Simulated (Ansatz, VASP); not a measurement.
# Cross-check of TiAl3 between VASP and Ansatz, part 2 of 2

Wanted: the spread between two codes on one cell, functional and k mesh. The cell is taken from a series of runs on this material, whose earlier steps may have relaxed, scaled, displaced or heated it; both programs get it as it stands.

VASP 6.6.1 and Ansatz 0.2.0.

So far: Set-up; VASP: zone-centre phonons, LDA.

**2. VASP: zone-centre phonons, LDA (continued)**

Level of this step: LDA; plane waves and PAW (Al, Ti_sv) (VASP).

Numbers of over 12 decimals in the logs are rounded to 6 here.

Parts of OUTCAR (step 2):

```text
ion  position               nearest neighbor table
   1  0.500  0.500  0.000-   4 2.66   4 2.66   4 2.66   4 2.66   3 2.83   3 2.83   2 2.83   2 2.83
                             3 2.83   2 2.83   3 2.83   2 2.83
   2  0.750  0.250  0.500-   3 2.66   3 2.66   3 2.66   3 2.66   1 2.83   1 2.83   4 2.83   4 2.83
                             4 2.83   1 2.83   4 2.83   1 2.83
   3  0.250  0.750  0.500-   2 2.66   2 2.66   2 2.66   2 2.66   4 2.83   4 2.83   1 2.83   1 2.83
                             4 2.83   1 2.83   4 2.83   1 2.83
   4  0.000  0.000  0.000-   1 2.66   1 2.66   1 2.66   1 2.66   2 2.83   2 2.83   3 2.83   3 2.83
                             3 2.83   2 2.83   3 2.83   2 2.83

  LATTYP: Found a body centered tetragonal cell.
 ALAT       =     3.7658686136
 C/A-ratio  =     2.2452111570

 Subroutine GETGRP returns: Found 16 space group operations
 (whereof 16 operations were pure point group operations)

The static configuration has the point symmetry D_4h.

 Found    349 irreducible k-points:

   k-points           NKPTS =    349   k-points in BZ     NKDIM =    349   number of bands    NBANDS=     16

   dimension x,y,z NGX =    36 NGY =   36 NGZ =   36
   dimension x,y,z NGXF=    72 NGYF=   72 NGZF=   72

   ENCUT  =  500.0 eV  36.75 Ry    6.06 a.u.   9.11  9.11  9.11*2*pi/ulx,y,z

   NELECT =      21.0000    total number of electrons

 k-points in reciprocal lattice and weights: Automatic mesh
   0.00000000  0.00000000  0.00000000       0.000
   0.06250000  0.00000000  0.00000000       0.002
   0.12500000  0.00000000  0.00000000       0.002
   0.18750000  0.00000000 -0.00000000       0.002
   0.25000000  0.00000000  0.00000000       0.002
   0.31250000  0.00000000  0.00000000       0.002
   0.37500000  0.00000000 -0.00000000       0.002
   0.43750000  0.00000000 -0.00000000       0.002
   0.50000000  0.00000000  0.00000000       0.001
[...]
-0.43750000 -0.43750000  0.43750000       0.000
   0.50000000  0.50000000  0.50000000       0.000

 average (electrostatic) potential at core
       1 -69.3312       2 -69.2360       3 -69.2360       4 -71.6641

  Total        0.4970948      0.4970948      0.4982004      0.0000000      0.0000000      0.0000000
  in kB       13.2839453     13.2839453     13.3134902      0.0000000      0.0000000      0.0000000
  external PRESSURE =      13.2937936 kB  Pullay stress =       0.0000000 kB

  energy-cutoff  :      500.00
  volume of cell :       59.95
      direct lattice vectors                 reciprocal lattice vectors
    -1.882934307  1.882934307  4.227585114     0.000000000  0.265542987  0.118270830
     1.882934307 -1.882934307  4.227585114     0.265542987  0.000000000  0.118270830
     1.882934307  1.882934307 -4.227585114     0.265542987  0.265542987  0.000000000

 POSITION                                       TOTAL-FORCE (eV/Angst)
 -----------------------------------------------------------------------------------
      0.00000      0.00000      4.22759         0.000000      0.000000     -0.000000
      0.00000      1.88293      2.11379         0.000000     -0.000000     -0.000000
      1.88293      0.00000      2.11379        -0.000000      0.000000      0.000000
      0.00000      0.00000      0.00000         0.000000      0.000000     -0.000000
 -----------------------------------------------------------------------------------
    total drift:                               -0.000000      0.000000      0.000000

 Eigenvectors and eigenvalues of the dynamical matrix
 ----------------------------------------------------

   1 f  =   10.832226 THz    68.060882 2PiTHz  361.324160 cm-1    44.798466 meV
             X         Y         Z           dx          dy          dz
      0.000000  0.000000  4.227585     0.521975    0.604687    0.000000
      0.000000  1.882934  2.113793     0.000839    0.000971    0.000000
      1.882934  0.000000  2.113793     0.000839    0.000971   -0.000000
      0.000000  0.000000  0.000000    -0.393091   -0.455381    0.000000

   2 f  =   10.832226 THz    68.060882 2PiTHz  361.324160 cm-1    44.798466 meV
             X         Y         Z           dx          dy          dz
      0.000000  0.000000  4.227585     0.604687   -0.521975    0.000000
      0.000000  1.882934  2.113793     0.000971   -0.000839   -0.000000
      1.882934  0.000000  2.113793     0.000971   -0.000839    0.000000
      0.000000  0.000000  0.000000    -0.455381    0.393091    0.000000

   3 f  =   10.640264 THz    66.854753 2PiTHz  354.921017 cm-1    44.004578 meV
             X         Y         Z           dx          dy          dz
      0.000000  0.000000  4.227585     0.000000   -0.000000    0.000000
      0.000000  1.882934  2.113793    -0.706540   -0.028314    0.000000
      1.882934  0.000000  2.113793     0.706540    0.028314   -0.000000
      0.000000  0.000000  0.000000    -0.000000    0.000000   -0.000000

   4 f  =   10.640264 THz    66.854753 2PiTHz  354.921017 cm-1    44.004578 meV
             X         Y         Z           dx          dy          dz
      0.000000  0.000000  4.227585     0.000000   -0.000000   -0.000000
      0.000000  1.882934  2.113793    -0.028314    0.706540   -0.000000
      1.882934  0.000000  2.113793     0.028314   -0.706540    0.000000
      0.000000  0.000000  0.000000    -0.000000    0.000000    0.000000

   5 f  =   10.192914 THz    64.043965 2PiTHz  339.999002 cm-1    42.154485 meV
             X         Y         Z           dx          dy          dz
      0.000000  0.000000  4.227585    -0.000000   -0.000000    0.382987
      0.000000  1.882934  2.113793     0.000000   -0.000000   -0.539010
      1.882934  0.000000  2.113793     0.000000   -0.000000   -0.539010
      0.000000  0.000000  0.000000     0.000000   -0.000000    0.521783

   6 f  =    7.959167 THz    50.008924 2PiTHz  265.489249 cm-1    32.916457 meV
             X         Y         Z           dx          dy          dz
      0.000000  0.000000  4.227585    -0.000000   -0.000000    0.000000
      0.000000  1.882934  2.113793     0.000000    0.000000    0.707107
      1.882934  0.000000  2.113793     0.000000    0.000000   -0.707107
      0.000000  0.000000  0.000000    -0.000000   -0.000000   -0.000000

   7 f  =    7.020407 THz    44.110519 2PiTHz  234.175574 cm-1    29.034058 meV
             X         Y         Z           dx          dy          dz
      0.000000  0.000000  4.227585     0.219473    0.323121   -0.000000
      0.000000  1.882934  2.113793    -0.302781   -0.445772    0.000000
      1.882934  0.000000  2.113793    -0.302781   -0.445772   -0.000000
      0.000000  0.000000  0.000000     0.290140    0.427161    0.000000

   8 f  =    7.020407 THz    44.110519 2PiTHz  234.175574 cm-1    29.034058 meV
             X         Y         Z           dx          dy          dz
      0.000000  0.000000  4.227585     0.323121   -0.219473   -0.000000
      0.000000  1.882934  2.113793    -0.445772    0.302781   -0.000000
      1.882934  0.000000  2.113793    -0.445772    0.302781    0.000000
      0.000000  0.000000  0.000000     0.427161   -0.290140    0.000000

   9 f  =    6.284202 THz    39.484804 2PiTHz  209.618405 cm-1    25.989358 meV
             X         Y         Z           dx          dy          dz
      0.000000  0.000000  4.227585    -0.000000    0.000000   -0.802176
      0.000000  1.882934  2.113793     0.000000   -0.000000    0.004001
      1.882934  0.000000  2.113793     0.000000   -0.000000    0.004001
      0.000000  0.000000  0.000000    -0.000000    0.000000    0.597061

  10 f/i=    0.002378 THz     0.014944 2PiTHz    0.079338 cm-1     0.009837 meV
             X         Y         Z           dx          dy          dz
      0.000000  0.000000  4.227585    -0.428664    0.159899    0.000000
      0.000000  1.882934  2.113793    -0.428960    0.160010    0.000000
      1.882934  0.000000  2.113793    -0.428960    0.160010    0.000000
      0.000000  0.000000  0.000000    -0.571041    0.213008    0.000000

  11 f/i=    0.002378 THz     0.014944 2PiTHz    0.079338 cm-1     0.009837 meV
             X         Y         Z           dx          dy          dz
      0.000000  0.000000  4.227585     0.159899    0.428664    0.000000
      0.000000  1.882934  2.113793     0.160010    0.428960    0.000000
      1.882934  0.000000  2.113793     0.160010    0.428960    0.000000
      0.000000  0.000000  0.000000     0.213008    0.571041    0.000000

  12 f/i=    0.003434 THz     0.021576 2PiTHz    0.114545 cm-1     0.014202 meV
             X         Y         Z           dx          dy          dz
      0.000000  0.000000  4.227585     0.000000   -0.000000    0.458077
      0.000000  1.882934  2.113793     0.000000   -0.000000    0.457660
      1.882934  0.000000  2.113793     0.000000   -0.000000    0.457660
      0.000000  0.000000  0.000000     0.000000   -0.000000    0.609312

 ELASTIC MODULI CONTR FROM IONIC RELAXATION (kBar)
 Direction    XX          YY          ZZ          XY          YZ          ZX
 --------------------------------------------------------------------------------
 XX          -4.3080      4.3080      0.0000      0.0000     -0.0000     -0.0000
 YY           4.3080     -4.3080      0.0000      0.0000      0.0000      0.0000
 ZZ           0.0000      0.0000      0.0000      0.0000      0.0000      0.0000
 XY           0.0000      0.0000      0.0000      0.0000      0.0000      0.0000
 YZ          -0.0000      0.0000      0.0000      0.0000    -13.7700      0.0000
 ZX          -0.0000      0.0000      0.0000      0.0000      0.0000    -16.1680
 --------------------------------------------------------------------------------
```

**3. Ansatz: zone-centre phonons, LDA**

Ansatz runs on its PAW soft_1 files.

The same cell, functional (in two slightly different forms), mesh and smearing now go to Ansatz, which takes its cutoff from its data sets.

Contents of input.yaml:

```yaml
crystal:
  lattice:
    - [-1.8829343068, 1.8829343068, 4.2275851136]
    - [1.8829343068, -1.8829343068, 4.2275851136]
    - [1.8829343068, 1.8829343068, -4.2275851136]
  atoms:
    - { symbol: Al, position: [0.5, 0.5, 0.0] }
    - { symbol: Al, position: [0.75, 0.25, 0.5] }
    - { symbol: Al, position: [0.25, 0.75, 0.5] }
    - { symbol: Ti, position: [0.0, 0.0, 0.0] }
kpoints:
  mp_grid: { grid: [16, 16, 16] }
hamiltonian:
  xc: lda
  pseudopotentials: { kind: paw, azcp: { folder: soft_1 }, xc_functional: pbe }
scf:
  occupations: { method: methfessel_paxton, width: 0.2 }
output:
  eigenvalues: true
phonons:
  method: dfpt
```

Command:

```bash
$ ansatz run input.yaml --threads 4 --pin off --max-ram 16384MiB --backend cpu --events-out ev --progress --plain --runs-dir out
```

Log:

```text
zone centre: on kpoints.mp_grid the ground state, and the responses unless they are solved on pairs of k-points, stand on 621 of the mesh's 4096 k-points, reduced under 4 symmetry operations, with k and −k counted as one. Each operation leaves every solved displacement unchanged or reverses it
Engine: ansatz 0.2.0, x86_64-unknown-linux-gnu
Pseudopotentials: kind: paw
Pseudopotential: Al, paw, valence charge 3, recommended cutoff 420 eV (normal), soft_1/Al.paw.azcp
Pseudopotential: Ti, paw, valence charge 12, recommended cutoff 420 eV (normal), soft_1/Ti.paw.azcp
Functional definition: SPW92
  exchange = slater_x
  correlation = pw_c
Crystal: 4 atoms, lattice volume = 59.955 Å³
Basis set: ecut = 420 eV, 1179 PW (Γ), exchange–correlation on 72×72×72 points (8 copies of the dense FFT grid, shifted against one another)
Bands: 15, of which v1, the nominal top of the filled ones, is band 11 counted from 1 (10 counted from 0)
Symmetry: 16 space group operations
k-points: 621 of 4096 (irreducible under 4 space group operations, time reversal used)
Non-local potential: Al, projectors of the file, l = 0: 2, l = 1: 2, l = 2: 1
Non-local potential: Ti, projectors of the file, l = 0: 3, l = 1: 2, l = 2: 3, l = 3: 1
PAW form: soft (Blöchl's): semilocal exchange-correlation on the pseudo side does not see the compensation charge
PAW frozen core: Al, regenerated for the run's functional, and the local potential with it (the file was generated under x = pbe(κ = 0.804, μ = 0.219515), c = pbe(β = 0.066725))
PAW frozen core: Ti, regenerated for the run's functional, and the local potential with it (the file was generated under x = pbe(κ = 0.804, μ = 0.219515), c = pbe(β = 0.066725))
PAW one-centre angular grid: Al, 110 points (default); XC on 64 Gauss nodes
PAW one-centre angular grid: Ti, 590 points (default); XC on 64 Gauss nodes
Initial density: superposition of atomic densities (chi_scale 0.1, normalization cell, long waves kept (reshape's long-wave potential 0.00 eV rms))
Initial wavefunctions: pseudopotential atomic-orbital guess
Functional: x = slater, c = lda
SCF iter   1: F=—  HF=-3990.997448 eV  |F-HF|=—  |Δ(HF+E_count)|=         —  Δρ=2.91e-2  dr2=6.43e-1  ethr=3.10e-3  ⟨swp⟩=5.1  Hψ=47721  notcnv=0
preconditioner: auto → Kerker (q_TF=auto, 2.291 Å⁻¹)  [metal: Δε(μ)=0.022 eV  Ē_g=5.691 eV  σ=0.200 eV  W_gap=0.09  n_scr=10 (ndim 8)  ℏωp=17.3 eV  f_vac=0.000  D(μ)=1.61/eV (n_scr^D=10)]
SCF iter   2: F=—  HF=-3990.760036 eV  |F-HF|=—  |Δ(HF+E_count)|=   2.37e-1  S|Δr|=    0.00e0  Δρ=1.84e-2  dr2=2.87e-1  ethr=3.06e-3  ⟨swp⟩=2.0  Hψ=16147  notcnv=0
SCF iter   3: F=—  HF=-3990.610425 eV  |F-HF|=—  |Δ(HF+E_count)|=   1.50e-1  S|Δr|=    0.00e0  Δρ=2.02e-3  dr2=2.17e-3  ethr=1.36e-3  ⟨swp⟩=2.6  Hψ=15079  notcnv=0
SCF iter   4: F=—  HF=-3990.609453 eV  |F-HF|=—  |Δ(HF+E_count)|=   9.72e-4  S|Δr|=    0.00e0  Δρ=5.63e-4  dr2=1.42e-4  ethr=1.04e-5  ⟨swp⟩=2.8  Hψ=15469  notcnv=0
SCF iter   5: F=—  HF=-3990.609391 eV  |F-HF|=—  |Δ(HF+E_count)|=   6.15e-5  S|Δr|=    0.00e0  Δρ=9.63e-5  dr2=7.64e-6  ethr=6.75e-7  ⟨swp⟩=2.0  Hψ=13055  notcnv=0
SCF iter   6: F=—  HF=-3990.609389 eV  |F-HF|=—  |Δ(HF+E_count)|=   2.48e-6  S|Δr|=    0.00e0  Δρ=1.46e-5  dr2=1.13e-7  ethr=3.64e-8  ⟨swp⟩=2.1  Hψ=11251  notcnv=0
SCF iter   7: F=—  HF=-3990.609388 eV  |F-HF|=—  |Δ(HF+E_count)|=   8.75e-7  S|Δr|=    0.00e0  Δρ=2.59e-6  dr2=3.44e-9  ethr=5.39e-10  ⟨swp⟩=2.7  Hψ=15063  notcnv=0
SCF iter   8: F=—  HF=-3990.609388 eV  |F-HF|=—  |Δ(HF+E_count)|=  9.43e-10  S|Δr|=    0.00e0  Δρ=6.17e-7  dr2=1.99e-10  ethr=1.64e-11  ⟨swp⟩=2.9  Hψ=16155  notcnv=0
SCF iter   9: F=-3990.609388 eV  HF=-3990.609388 eV  |F-HF|=2.73e-12  |Δ(HF+E_count)|=  4.59e-11  S|Δr|=    0.00e0  Δρ=1.04e-7  dr2=4.76e-12  ethr=1.00e-12  ⟨swp⟩=3.4  Hψ=38465  notcnv=0
the search or the solves at the SCF's close seem to have found levels that the self-consistency loop had missed (the run counts 2). By its estimate they hold under 1e-12 electrons; where the run keeps them, the occupations were computed again with them
SCF 1 converged in 9 iterations: F = -3990.609388 eV  dr2 = 4.76e-12
  greatest PAW one-centre occupation: 0.998 electrons in one spin orbital (limit 2), on the Ti atom at site 3 (counted from 0), in its partial waves of l = 0
DFPT response loops at Γ: preconditioner auto → Kerker (q_TF=auto, 2.291 Å⁻¹) (partly filled bands, converged f_vac=0.000); β = 1.00, the filter's whole step (`scf.mixing.beta` (0.50) is not read by the response loops under this deck's `scf.mixing.preconditioner`; to damp them name `kerker` or `kerker_dos`, under which they read `scf.mixing.beta`, and type it under 1.00, their step now; both keys bind the ground state too); Broyden in place of MSR1
SCF converged after 9 iterations
Stability not checked: this state was not tested for a lower state beside it, because cold or Methfessel-Paxton smearing, or corrected tetrahedra, fill the levels in a way that the test cannot read (fill_not_monotonic; see scf.lower_state_search)
Free energy (F): -3990.609388 eV
Harris-Foulkes:  -3990.609388 eV  (|F-HF|=2.73e-12)
Internal energy: -3990.610394 eV  (E = F + TS)
E sigma→0 (E₀):  -3990.609639 eV
Entropy (-TS):   0.001006 eV (0.251 meV/atom)
Fermi energy:    9.911630 eV
Step filling:    the computed levels leave a gap of 0.0000 eV = 0.0 smearing widths at the electron count; against every level under it full and every level over it empty, smearing changes F+E_penalty+E_count by +0.336 meV and its σ→0 estimate by +0.085 meV
--- Per-component energies (eV) ---
  E_band       = -142.439300
  E_kinetic    = 354.196415
  E_local      = -1232.405026  (includes V_loc(G=0)·N_el)
  E_nonlocal   = 99.188418
  E_hartree    = 530.390554
  E_xc         = -230.043051
  E_vxc        = -236.933630  (∫ρ·V_xc dr)
  E_paw        = -2330.666546  (= ΣΔE_a)
  E_vpaw       = -187.266521  (= ΣTr[D̂ρ^β])
  E_aug_tail   = -0.000096  (compensation charges beyond the density's cutoff)
  E_ewald      = -1181.764162
  E_core_change = 0.493100  (= ΣΔE_core)
  E_smearing   = 0.001006  (= −TS)
  E_closure    = -0.000000  (closes the sum)
  Σ components = -3990.609388   (vs F -3990.609388, Δ=0.00e0)
--- Band table (eV; the first three rows and the last of 621) ---
  k-point 0: bands = [... 7 lower, 8.4204, 8.6589, 8.6589, 10.7863, 11.7967, 11.7967, 12.2261, 12.5991]
  k-point 1: bands = [... 7 lower, 8.3395, 8.4064, 8.6733, 10.4040, 11.8822, 11.9173, 12.0817, 12.8288]
  k-point 2: bands = [... 7 lower, 7.8353, 8.1390, 8.6973, 9.6239, 11.9054, 12.0672, 12.0755, 13.1540]
  k-point 620: bands = [... 7 lower, 9.0564, 9.0564, 9.6653, 10.6278, 10.6278, 10.9142, 13.0832, 14.9760]
--- Phonons (Γ-DFPT): 6 representative perturbations + reference, on 621 of 4096 k-points (Σ response iterations 18) ---
  k mesh reduced under 4 symmetry operations, with k and −k counted as one. Each operation leaves every solved displacement unchanged or reverses it
  ASR residual: 5.084e-5 → 0.000e0 eV/Å²; symmetrization residual: 3.757e-6 eV/Å²
  ASR residual per site (eV/Å²): 2.08e-5 1.01e-5 1.01e-5 5.08e-5
  Γ frequencies (cm⁻¹): 0.00 0.00 0.00 209.24 233.71 233.71 265.00 338.96 353.75 353.75 360.85 360.85
  non-analytic LO–TO correction: not included (Born effective charges unavailable; polar crystals: no LO–TO splitting at Γ)
```

**4. Side by side**

Known differences besides the potentials themselves: the cutoff is 420 eV in Ansatz and 500 eV in VASP; VASP's log shows a relativistic correction to its local exchange, Ansatz's none. Total energies have different zeros and are not compared.

Both answers:

```csv
quantity,Ansatz,VASP,difference
optical mode 1 (cm⁻¹),209.2,209.6,-0.18 %
optical mode 2 to 3 (cm⁻¹),233.7,234.2,-0.20 %
optical mode 4 (cm⁻¹),265.0,265.5,-0.18 %
optical mode 5 (cm⁻¹),339.0,340.0,-0.31 %
optical mode 6 to 7 (cm⁻¹),353.8,354.9,-0.33 %
optical mode 8 to 9 (cm⁻¹),360.9,361.3,-0.13 %
```

Modes are paired by rising frequency, not by their patterns, so a pair may set unlike modes beside each other; they are those without the splitting of longitudinal modes.

**5. Summary of results**

```yaml
r_m_s_difference_of_the_optical_zone_centre_modes_each_program_s_sorted_by_frequency_zone_centre_phonons_lda: 0.75 cm⁻¹
```

The r.m.s. difference of the optical zone-centre modes, each program's sorted by frequency is 0.75 cm⁻¹ (zone-centre phonons, LDA). Such differences can come from data sets, numerical settings and the points named under the comparisons, not from the functional's error against experiment.

[Lines on the potential files, build, host, timing and source positions are cut from VASP's logs without a mark.]

[Logs are printed without paths, hosts, clocks, repeated set-up lines and the standing remarks that a program may print on its own settings, such as how far it seeks lower states.]

[Hosts, paths, dates, database ids (printed as entryN), source tags and the programs' standing remarks are cut or masked in the printed files.]
